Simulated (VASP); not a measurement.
Write the native input for VASP 6.6.1 that does the following.

* Task: single point
* Functional: r2SCAN
* Potentials or basis: VASP PAW PBE potentials, release 64 (Ru_pv, Se)
* Cutoff: 520 eV
* k mesh: 6 × 6 × 6
* Occupations: gaussian, width 0.05 eV
* Spin: collinear spin, random start
* Starting moments: [-0.86, 0.0] μB
* Hubbard terms: Ru d U = 3 eV
* Further INCAR settings: ALGO = Normal; EDIFF = 1e-06; NBANDS = 21

The structure of RuSe lies in POSCAR:

```
RuSe
1.0
    0.0000000000      2.9063344000      2.9063344000
    2.9063344000      0.0000000000      2.9063344000
    2.9063344000      2.9063344000      0.0000000000
Ru Se
1 1
Direct
    0.0000000000      0.0000000000      0.0000000000
    0.2500000000      0.2500000000      0.2500000000
```

The cell comes from a database or a generator and needn't be the stable form of this composition.

These files were run (other wordings do the same):

INCAR

```
SYSTEM = RuSe
PREC = Accurate ; ENCUT = 520
EDIFF = 1E-6 ; ISMEAR = 0
SIGMA = 0.05 ; LREAL = .FALSE.
LASPH = .TRUE. ; NELM = 80
ALGO = Normal ; ISIF = 2
LWAVE = .FALSE. ; LCHARG = .FALSE.
ISPIN = 2 ; MAGMOM = -0.86 0
LORBIT = 11 ; LMAXMIX = 4
LDAU = .TRUE. ; LDAUTYPE = 2
LDAUL = 2 -1 ; LDAUU = 3 0
LDAUJ = 0 0 ; LDAUPRINT = 1
METAGGA = R2SCAN ; LMIXTAU = .TRUE.
NBANDS = 21
```

KPOINTS

```
regular mesh
0
G
  6 6 6
  0 0 0
```

Potentials or basis: VASP PAW PBE potentials, release 64 (Ru_pv, Se).

Command:

```console
$ cat potpaw_PBE.64/Ru_pv/POTCAR potpaw_PBE.64/Se/POTCAR > POTCAR
$ mpirun -np 1 vasp_std > vasp.out
```

It gave:

```yaml
Pressure: -1.3 GPa
Band_gap_on_the_k_mesh: none (metal or under the smearing width)
Net_moment: -2.00 μB per cell
Site_moments: Ru -1.93; Se +0.14 μB
Valence_electrons_inside_the_program's_atomic_spheres: Ru 12.46; Se 3.90
```

Caveat: the PAW data sets were made with another functional, which shifts forces and pressure a little.

Run time: 110 s on 1 thread of AMD EPYC 9R45 96-Core Processor (Zen 5), on a shared host, peak memory 0.2 GiB.
